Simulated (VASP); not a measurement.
Level of theory: PBEsol GGA, VASP's PBE PAW potentials (set 64) (plane waves; VASP 6.6.1).

The input files of a VASP run:

### POSCAR
```
KTaO3
1
    3.8829742387     0.0000000000     0.0000000000
    0.0000000000     3.8829742387     0.0000000000
    0.0000000000     0.0000000000     3.8829742387
K Ta O
1 1 3
Direct
  0.0000000000   0.0000000000   0.0000000000
  0.5000000000   0.5000000000   0.5000000000
  0.5000000000   0.0000000000   0.5000000000
  0.0000000000   0.5000000000   0.5000000000
  0.5000000000   0.5000000000   0.0000000000
```

### INCAR
```
! general
SYSTEM   =  KTaO3
PREC     =  Accurate
ENCUT    =  620
LREAL    =  .False.   ! projection in real space or not
LASPH    =  .True.   ! aspherical one-centre terms

! electronic loop
EDIFF    =  1E-6   ! SCF stop (eV)
NELM     =  100
ALGO     =  Normal
LMAXMIX  =  6   ! l cut-off of mixed one-centre charges

! smearing
ISMEAR   =  0   ! Gaussian
SIGMA    =  0.05   ! width (eV)

! functional
GGA      =  PS

! ions
IBRION   =  2
NSW      =  40
ISIF     =  3
EDIFFG   =  -0.02   ! ionic stop
PSTRESS  =  300

! output
LWAVE    =  .False.
LCHARG   =  .False.
```

File KPOINTS:
```
Automatic mesh
0
Gamma
6 6 6
0 0 0
```

POTCAR, in this order: K_sv Ta_pv O (PBE.64 set). Program: vasp_std.

The resulting files:

### OSZICAR
```
       N       E                     dE             d eps       ncg     rms          rms(c)
DAV:   1     0.380748429579E+03    0.38075E+03   -0.24019E+04   920   0.195E+03
DAV:   2    -0.289620450251E+02   -0.40971E+03   -0.40020E+03  1127   0.494E+02
DAV:   3    -0.497058091004E+02   -0.20744E+02   -0.20694E+02  1165   0.110E+02
DAV:   4    -0.502139284313E+02   -0.50812E+00   -0.50790E+00  1622   0.150E+01
DAV:   5    -0.502169511487E+02   -0.30227E-02   -0.30223E-02  1180   0.109E+00    0.421E+01
DAV:   6    -0.428276280508E+02    0.73893E+01   -0.36439E+01  1118   0.456E+01    0.176E+01
DAV:   7    -0.426966241237E+02    0.13100E+00   -0.17091E+00  1227   0.946E+00    0.106E+01
DAV:   8    -0.426401338464E+02    0.56490E-01   -0.23333E-01  1213   0.433E+00    0.112E+00
DAV:   9    -0.426360462051E+02    0.40876E-02   -0.24647E-02  1230   0.107E+00    0.181E-01
DAV:  10    -0.426357962000E+02    0.25001E-03   -0.33897E-03  1266   0.515E-01    0.755E-02
DAV:  11    -0.426358032290E+02   -0.70290E-05   -0.31696E-04  1236   0.154E-01    0.362E-02
DAV:  12    -0.426358137886E+02   -0.10560E-04   -0.50719E-05  1360   0.564E-02    0.690E-03
DAV:  13    -0.426358137394E+02    0.49165E-07   -0.25949E-06   988   0.128E-02
   1 F= -.31673450E+02 E0= -.31673450E+02  d E =-.316735E+02
       N       E                     dE             d eps       ncg     rms          rms(c)
DAV:   1    -0.435544558884E+02   -0.91864E+00   -0.72161E+01  1053   0.850E+01    0.166E+01
DAV:   2    -0.416082146380E+02    0.19462E+01   -0.62406E+00  1060   0.194E+01    0.843E+00
DAV:   3    -0.411981567253E+02    0.41006E+00   -0.94468E-01  1376   0.934E+00    0.188E+00
DAV:   4    -0.411862001304E+02    0.11957E-01   -0.10621E-01  1623   0.244E+00    0.966E-01
DAV:   5    -0.411908038826E+02   -0.46038E-02   -0.12107E-02  1416   0.817E-01    0.156E-01
DAV:   6    -0.411909070302E+02   -0.10315E-03   -0.80121E-04  1501   0.251E-01    0.970E-02
DAV:   7    -0.411910478136E+02   -0.14078E-03   -0.18586E-04  1494   0.883E-02    0.897E-03
DAV:   8    -0.411910482433E+02   -0.42970E-06   -0.34272E-06  1120   0.146E-02
   2 F= -.31372713E+02 E0= -.31372713E+02  d E =0.300738E+00
       N       E                     dE             d eps       ncg     rms          rms(c)
DAV:   1    -0.434921816551E+02   -0.23011E+01   -0.35620E+01  1004   0.611E+01    0.117E+01
DAV:   2    -0.425681133966E+02    0.92407E+00   -0.30748E+00  1098   0.134E+01    0.606E+00
DAV:   3    -0.423633269899E+02    0.20479E+00   -0.35927E-01  1143   0.611E+00    0.226E+00
DAV:   4    -0.423483008472E+02    0.15026E-01   -0.93481E-02  1328   0.207E+00    0.118E+00
DAV:   5    -0.423500761200E+02   -0.17753E-02   -0.95036E-03  1429   0.554E-01    0.311E-01
DAV:   6    -0.423503737326E+02   -0.29761E-03   -0.22474E-03  1312   0.297E-01    0.925E-02
DAV:   7    -0.423503440395E+02    0.29693E-04   -0.18010E-04  1552   0.809E-02    0.289E-02
DAV:   8    -0.423503434734E+02    0.56609E-06   -0.10931E-05  1166   0.249E-02    0.631E-03
DAV:   9    -0.423503446834E+02   -0.12100E-05   -0.77094E-07   762   0.760E-03    0.235E-03
DAV:  10    -0.423503445031E+02    0.18035E-06   -0.18003E-07   663   0.331E-03
   3 F= -.31736259E+02 E0= -.31736259E+02  d E =-.628085E-01
       N       E                     dE             d eps       ncg     rms          rms(c)
DAV:   1    -0.423417327514E+02    0.86119E-02   -0.41122E-03  1067   0.643E-01    0.120E-01
DAV:   2    -0.423416214767E+02    0.11127E-03   -0.36905E-04  1095   0.146E-01    0.616E-02
DAV:   3    -0.423415979878E+02    0.23489E-04   -0.43145E-05  1190   0.666E-02    0.191E-02
DAV:   4    -0.423415972258E+02    0.76197E-06   -0.10731E-05  1314   0.222E-02    0.104E-02
DAV:   5    -0.423415984394E+02   -0.12136E-05   -0.10167E-06   811   0.660E-03    0.197E-03
DAV:   6    -0.423415987075E+02   -0.26815E-06   -0.31508E-07   586   0.402E-03
   4 F= -.31736308E+02 E0= -.31736308E+02  d E =-.628582E-01
```

**OUTCAR**
```
------------------------ aborting loop because EDIFF is reached ----------------------------------------
  FORCE on cell =-STRESS in cart. coord.  units (eV):
  Direction    XX          YY          ZZ          XY          YZ          ZX
  --------------------------------------------------------------------------------------
  Total       10.5938875     10.5938875     10.5938875     -0.0000000      0.0000000     -0.0000000
  in kB      299.6774395    299.6774395    299.6774395     -0.0000000      0.0000000     -0.0000000
  external PRESSURE =      -0.3225605 kB  Pullay stress =     300.0000000 kB
  volume of cell :       56.64
      direct lattice vectors                 reciprocal lattice vectors
     3.840348436 -0.000000000  0.000000000     0.260393039  0.000000000  0.000000000
    -0.000000000  3.840348436 -0.000000000     0.000000000  0.260393039 -0.000000000
    -0.000000000  0.000000000  3.840348436    -0.000000000  0.000000000  0.260393039
 POSITION                                       TOTAL-FORCE (eV/Angst)
 -----------------------------------------------------------------------------------
      0.00000      0.00000      0.00000        -0.000000     -0.000000      0.000000
      1.92017      1.92017      1.92017         0.000000     -0.000000      0.000000
      1.92017     -0.00000      1.92017        -0.000000      0.000000      0.000000
     -0.00000      1.92017      1.92017         0.000000      0.000000      0.000000
      1.92017      1.92017     -0.00000        -0.000000     -0.000000      0.000000
 -----------------------------------------------------------------------------------
    total drift:                                0.000000     -0.000000     -0.000000
  FREE ENERGIE OF THE ION-ELECTRON SYSTEM (eV)
  ---------------------------------------------------
  free  energy   TOTEN  =       -42.3415987075 eV

  energy  without entropy=      -42.3415987075  energy(sigma->0) =      -42.34159871
  enthalpy is  TOTEN    =       -31.7363083878 eV   P V=       10.6052903197

 reached required accuracy - stopping structural energy minimisation
```
(Selected blocks of OUTCAR.)

CONTCAR:
```
KTaO3
   1.00000000000000
     3.8403484360494482   -0.0000000000000000    0.0000000000000000
    -0.0000000000000000    3.8403484360494482   -0.0000000000000000
    -0.0000000000000000    0.0000000000000000    3.8403484360494482
  K               Ta              O
     1     1     3
Direct
     0.0000000000000000    0.0000000000000000    0.0000000000000000
     0.5000000000000000    0.5000000000000000    0.5000000000000000
     0.5000000000000000    0.0000000000000000    0.5000000000000000
     0.0000000000000000    0.5000000000000000    0.5000000000000000
     0.5000000000000000    0.5000000000000000    0.0000000000000000
```

Energy and stress use the plane-wave basis of the starting cell.

The compound is KTaO3 in the cubic perovskite structure. This run relaxes it under an external pressure of 30 GPa. Symmetry was kept, so distortions that lower it aren't found.
